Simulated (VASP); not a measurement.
These are LDA (Ceperley-Alder, Perdew-Zunger), VASP's LDA PAW potentials (set 64) (plane waves; VASP 6.6.1) values and carry that method's errors.

VASP ran on this input.

### INCAR
```
# general
SYSTEM  = TaGa3
PREC    = Accurate
ENCUT   = 300   # plane-wave cut-off (eV)
LREAL   = .FALSE.   # projection in real space or not
LASPH   = .TRUE.   # aspherical one-centre terms

# electronic loop
EDIFF   = 1E-6   # SCF stop (eV)
NELM    = 100   # most electronic steps
ALGO    = Normal   # blocked Davidson
LMAXMIX = 6

# smearing
ISMEAR  = -1   # Fermi-Dirac
SIGMA   = 0.1   # width (eV)

# ions
ISIF    = 2   # forces and stress, cell fixed

# output
LWAVE   = .FALSE.
LCHARG  = .FALSE.
```

### KPOINTS
```
Automatic mesh
0
Gamma
1 1 1
0 0 0
```

POSCAR:
```
TaGa3
1
   -1.8951700000     1.8951700000     4.3318800000
    1.8951700000    -1.8951700000     4.3318800000
    1.8951700000     1.8951700000    -4.3318800000
Ta Ga
1 3
Direct
  0.0000000000   0.0000000000   0.0000000000
  0.5000000000   0.5000000000   0.0000000000
  0.7500000000   0.2500000000   0.5000000000
  0.2500000000   0.7500000000   0.5000000000
```

POTCAR, in this order: Ta_pv Ga_d (LDA.64 set). Program: vasp_std.

At this cut-off the stress carries a Pulay error, which pulls relaxed volumes low.

**Question.** What does the run give for the energy per atom (σ→0), pressure?

**Answer.** 
The energy per atom (σ→0) is -4.287 eV/atom and the pressure comes out as 7.50 GPa.

OSZICAR:
```
...
DAV:   8    -0.172815205793E+02    0.66670E+00   -0.13069E+00    80   0.849E+00    0.147E+00
DAV:   9    -0.172737570352E+02    0.77635E-02   -0.11503E-01    60   0.203E+00    0.867E-01
DAV:  10    -0.172681742000E+02    0.55828E-02   -0.36008E-02    88   0.139E+00    0.620E-01
DAV:  11    -0.172647920941E+02    0.33821E-02   -0.18386E-03    88   0.332E-01    0.297E-01
DAV:  12    -0.172637597288E+02    0.10324E-02   -0.14557E-03    80   0.301E-01    0.203E-02
DAV:  13    -0.172637648301E+02   -0.51012E-05   -0.47880E-05    66   0.548E-02    0.146E-02
DAV:  14    -0.172637642001E+02    0.62995E-06   -0.25032E-06    56   0.136E-02
   1 F= -.17263764E+02 E0= -.17149125E+02  d E =-.229279E+00
```

The structure comes from a computed database's TaGa3 entry; how it stands against other phases isn't given here. The cell was not relaxed at this level. The k-mesh is coarse (spacing up to 2.34 per Å, 2π included), so the numbers may not be converged in it. The run is one of a series of settings (KPOINTS 1×1×1 Γ-centred mesh against the base run), some of them coarse on purpose.
